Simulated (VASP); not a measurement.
AlC6:

```
CELL_PARAMETERS angstrom
3.89967 0.00000 0.00000
0.00000 3.89967 0.00000
0.00000 0.00000 3.89967
ATOMIC_POSITIONS crystal
Al 0.00000 0.00000 0.00000
C 0.17293 0.50000 0.50000
C 0.50000 0.17293 0.50000
C 0.82707 0.50000 0.50000
C 0.50000 0.82707 0.50000
C 0.50000 0.50000 0.17293
C 0.50000 0.50000 0.82707
```

The cell was built by a generator and needn't be a form met in nature.

The cell isn't the ideal one: species swapped into the SiB6 type (Pm-3m, No. 221).

| Property | Result |
| --- | --- |
| Program | VASP 6.6.1 |
| Task | relaxation of cell and atoms |
| Functional | PBE |
| Potentials or basis | VASP PAW PBE potentials, release 64 (Al, C) |
| Cutoff | 600 eV |
| k mesh | 10 × 10 × 10 |
| Occupations | gaussian, width 0.1 eV |
| Spin | no spin polarisation |

At the start: pressure -0.5 GPa; volume 8.47 Å³/atom.

**Question.** Where does the relaxation end?

**Answer.** Over 5 steps the energy falls by 2.9 meV/atom and the volume is 8.35 Å³/atom (-1.4 %); space group Pm-3m (No. 221, to 0.05 Å).

The path:
| step | energy change (eV) | largest force (eV/Å) | pressure (GPa) | volume (Å³) |
| --- | --- | --- | --- | --- |
| 1 | 0.0000 | 0.6050 | -0.53 | 59.30 |
| 2 | 0.0698 | 1.3436 | -5.75 | 59.06 |
| 3 | -0.0147 | 0.0154 | -2.25 | 59.24 |
| 4 | -0.0198 | 0.0104 | 0.46 | 58.34 |
| 5 | -0.0200 | 0.0076 | 0.02 | 58.48 |

Final structure:
```
Al C
1.0
     3.88150    0.00000    0.00000
     0.00000    3.88150    0.00000
     0.00000    0.00000    3.88150
Al C
1 6
Cartesian
  0.0000 0.0000 0.0000
  0.6816 1.9407 1.9407
  1.9407 0.6816 1.9407
  3.1999 1.9407 1.9407
  1.9407 3.1999 1.9407
  1.9407 1.9407 0.6816
  1.9407 1.9407 3.1999
```
